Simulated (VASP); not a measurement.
All values below come from RPBE GGA, VASP's PBE PAW potentials (set 64) (plane waves; VASP 6.6.1).

The input files of a VASP run:

POSCAR:
```
W
1
   -1.5999316343     1.5999316343     1.5999316343
    1.5999316343    -1.5999316343     1.5999316343
    1.5999316343     1.5999316343    -1.5999316343
W
1
Direct
  0.0000000000   0.0000000000   0.0000000000
```

KPOINTS:
```
k-points along high-symmetry lines
15
Line-mode
Reciprocal
  0.000000   0.000000   0.000000 ! GAMMA
  0.500000  -0.500000   0.500000 ! H

  0.500000  -0.500000   0.500000 ! H
  0.000000   0.000000   0.500000 ! N

  0.000000   0.000000   0.500000 ! N
  0.000000   0.000000   0.000000 ! GAMMA

  0.000000   0.000000   0.000000 ! GAMMA
  0.250000   0.250000   0.250000 ! P

  0.250000   0.250000   0.250000 ! P
  0.500000  -0.500000   0.500000 ! H

  0.250000   0.250000   0.250000 ! P
  0.000000   0.000000   0.500000 ! N
```

INCAR:
```
SYSTEM = W
PREC = Accurate
ENCUT = 520
EDIFF = 1E-7
NELM = 100
ALGO = Normal
LREAL = .FALSE.
LASPH = .TRUE.
ISMEAR = 0
SIGMA = 0.05
GGA = RP
LMAXMIX = 6
LWAVE = .FALSE.
LCHARG = .FALSE.
LORBIT = 11
ICHARG = 11
```

POTCAR, in this order: W_sv (PBE.64 set). Program: vasp_std. Read from the step before: CHGCAR.

The run wrote:

### OSZICAR
```
       N       E                     dE             d eps       ncg     rms          rms(c)
DAV:   1     0.775644679531E+02    0.77564E+02   -0.79553E+03  1996   0.146E+03
DAV:   2    -0.112423299536E+02   -0.88807E+02   -0.85437E+02  2103   0.336E+02
DAV:   3    -0.127874984913E+02   -0.15452E+01   -0.15210E+01  2265   0.428E+01
DAV:   4    -0.127967475413E+02   -0.92490E-02   -0.92482E-02  2107   0.359E+00
DAV:   5    -0.127968283844E+02   -0.80843E-04   -0.80843E-04  2299   0.342E-01
DAV:   6    -0.127968299193E+02   -0.15349E-05   -0.15356E-05  2155   0.450E-02
DAV:   7    -0.127968299569E+02   -0.37604E-07   -0.36564E-07  2221   0.636E-03
   1 F= -.12796830E+02 E0= -.12796459E+02  d E =-.742485E-03
```

File OUTCAR:
```
 val. band max:       11.2739737101   @ k =   0.0000   0.0000   0.1786

 cond. band min:      11.2811367973   @ k =   0.1786  -0.1786   0.5000



 k-point     1 :       0.0000    0.0000    0.0000
  band No.  band energies     occupation
      1     -63.2086      2.00000
      2     -26.8125      2.00000
      3     -26.8125      2.00000
      4     -26.8125      2.00000
      5       1.6039      2.00000
      6       9.8849      2.00000
      7       9.8850      2.00000
      8       9.8850      2.00000
      9      13.2589      0.00000
     10      13.2589      0.00000
     11      25.4687      0.00000

 k-point     2 :       0.0357   -0.0357    0.0357
  band No.  band energies     occupation
      1     -63.2057      2.00000
      2     -26.8338      2.00000
      3     -26.8223      2.00000
      4     -26.8223      2.00000
      5       1.7231      2.00000
      6       9.8718      2.00000
      7       9.8718      2.00000
      8       9.9396      2.00000
      9      13.0755      0.00000
     10      13.3211      0.00000
     11      25.6674      0.00000

 k-point     3 :       0.0714   -0.0714    0.0714
  band No.  band energies     occupation
      1     -63.1973      2.00000
      2     -26.8947      2.00000
      3     -26.8512      2.00000
      4     -26.8512      2.00000
      5       2.0734      2.00000
      6       9.8431      2.00000
      7       9.8431      2.00000
      8      10.1028      2.00000
      9      12.5693      0.00000
     10      13.4994      0.00000
     11      26.1945      0.00000

 k-point     4 :       0.1071   -0.1071    0.1071
  band No.  band energies     occupation
      1     -63.1840      2.00000
      2     -26.9869      2.00000
      3     -26.8979      2.00000
      4     -26.8979      2.00000
      5       2.6325      2.00000
      6       9.8265      2.00000
      7       9.8265      2.00000
      8      10.3718      2.00000
      9      11.8403      0.00000
     10      13.7665      0.00000
...
```

The density is held fixed in this step, so its total energy and stress have no physical meaning. Unless said otherwise, spin-orbit coupling is left out, though it shifts the bands of the heavy elements here.

The compound is W in the bcc structure. It was relaxed first.
